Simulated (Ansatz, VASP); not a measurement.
One calculation of WO, two programs

The input INCAR:

```
PREC = Accurate ; ENCUT = 520
EDIFF = 1E-6 ; ISMEAR = 0
SIGMA = 0.02 ; LREAL = False
LASPH = True ; NELM = 150
ALGO = Normal ; ISIF = 2
LWAVE = False ; LCHARG = False
ISPIN = 2 ; MAGMOM = 1 0
LORBIT = 11 ; LMAXMIX = 4
LDAU = True ; LDAUTYPE = 2
LDAUL = 2 -1 ; LDAUU = 6.2 0
LDAUJ = 0 0 ; LDAUPRINT = 1
GGA = PE ; NBANDS = 21
```

KPOINTS

```
Automatic mesh
0
Gamma
  10 10 10
```

POSCAR

```
WO
1.0
    0.0000000000      2.3802715276      2.3802715276
    2.3802715276      0.0000000000      2.3802715276
    2.3802715276      2.3802715276      0.0000000000
W O
1 1
Direct
    0.0000000000      0.0000000000      0.0000000000
    0.2500000000      0.2500000000      0.2500000000
```

Input for Ansatz:

```yaml
crystal:
  lattice:
    - [0.0, 2.3802715276, 2.3802715276]
    - [2.3802715276, 0.0, 2.3802715276]
    - [2.3802715276, 2.3802715276, 0.0]
  atoms:
    - { symbol: W, position: [0.0, 0.0, 0.0], spin: 1.0 }
    - { symbol: O, position: [0.25, 0.25, 0.25] }
basis:
  ecutwfc: 420
kpoints:
  mp_grid: { grid: [10, 10, 10] }
hamiltonian:
  xc: pbe
  hubbard: { sites: [{ species: W, l: d, u_eff: 6.2 }] }
scf:
  occupations: { method: gaussian, width: 0.02 }
output:
  forces: true
  stress: true
  eigenvalues: true
  populations: true
  write_density: true
  write_potential: true
  elf: true
  volumetric_format: npy
magnetization:
  spin_polarized: true
```

Alike in both runs: task single point; functional PBE; k mesh 10 × 10 × 10; occupations gaussian, width 0.02 eV; collinear spin; Hubbard terms W d U = 6.2 eV.

|  | VASP | Ansatz |
| --- | --- | --- |
| version | VASP 6.6.1 | Ansatz 0.2.0 |
| potentials or method | VASP PAW PBE potentials, release 64 (W_sv, O) | scalar-relativistic, plane waves, PAW |
| plane-wave cutoff (eV) | 520 | 420 |
| valence electrons in the cell | 20 | 20 |

Ansatz gave:

| Item | Value |
| --- | --- |
| gap on the k mesh at the Fermi level (eV) | 1.09 |
| least direct gap on the mesh (eV) | 1.51 |
| pressure (GPa) | 8.6 |
| net moment per atom (μB) | 1.00 |
| size of the moment on the site where the two differ most (μB) | 0.99 |

Question: What did VASP give for the same quantities?

Answer: gap on the k mesh at the Fermi level (eV): 0.54; least direct gap on the mesh (eV): 1.08; pressure (GPa): 15.4; net moment per atom (μB): 1.00; size of the moment on the site where the two differ most (μB): 1.71.

Site moments also hang on the region over which each program counts them. The programs project onto different local orbitals, so the same U acts differently.

Caveats: spin-orbit coupling is left out, which moves the levels of the heavy elements. A k mesh can miss the band edges. The state reached can hang on the start; a lower one may exist.
